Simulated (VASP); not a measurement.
These are PBE GGA with D3 dispersion (Becke-Johnson damping), VASP's PBE PAW potentials (set 64) (plane waves; VASP) values and carry that method's errors.

VASP ran on this input.

File POSCAR:
```
Re
1
    1.3774764687    -2.3858591163     0.0000000000
    1.3774764687     2.3858591163    -0.0000000000
    0.0000000000    -0.0000000000     4.4581059935
Re
2
Direct
  0.3333330000   0.6666670000   0.2500000000
  0.6666670000   0.3333330000   0.7500000000
```

### INCAR
```
ISMEAR=0   # Gaussian
ENCUT=520
LASPH=.TRUE.   # aspherical one-centre terms
LORBIT=11   # lm-projected
ISIF=2   # forces and stress, cell fixed
IVDW=12
LREAL=.FALSE.   # projection in real space or not
SYSTEM=Re
EDIFF=1E-7   # SCF stop (eV)
LWAVE=.FALSE.
NELM=200   # most electronic steps
LMAXMIX=6
NEDOS=601
PREC=Accurate
GGA=PE   # PBE
LCHARG=.TRUE.
ALGO=All
SIGMA=0.05
```

### KPOINTS
```
Automatic mesh
0
Gamma
17 17 9
0 0 0
```

POTCAR, in this order: Re (PBE.64 set). Program: vasp_std.

Predict the energy per atom (σ→0), dispersion energy.

The energy per atom (σ→0) is -13.078 eV/atom. The dispersion energy is -1.316 eV.

### OSZICAR
```
...
CGA:  43    -0.248414151049E+02   -0.31679E-06   -0.31626E-06  1815   0.101E-05  -0.911E-07
CGA:  44    -0.248414152919E+02   -0.18693E-06   -0.18689E-06  1815   0.546E-06  -0.106E-07
CGA:  45    -0.248414154266E+02   -0.13476E-06   -0.13470E-06  1815   0.516E-06   0.154E-07
CGA:  46    -0.248414155910E+02   -0.16440E-06   -0.16019E-06  1815   0.627E-06   0.534E-07
SDA:  47    -0.248414157968E+02   -0.20583E-06   -0.20138E-06  1815   0.505E-06   0.680E-07
CGA:  48    -0.248414159697E+02   -0.17285E-06   -0.17475E-06  1815   0.376E-06  -0.275E-07
CGA:  49    -0.248414160574E+02   -0.87734E-07   -0.87968E-07  1815   0.152E-06  -0.156E-07
   1 F= -.26157879E+02 E0= -.26156941E+02  d E =-.187671E-02
```

The compound is Re in the hcp structure. It was relaxed first.
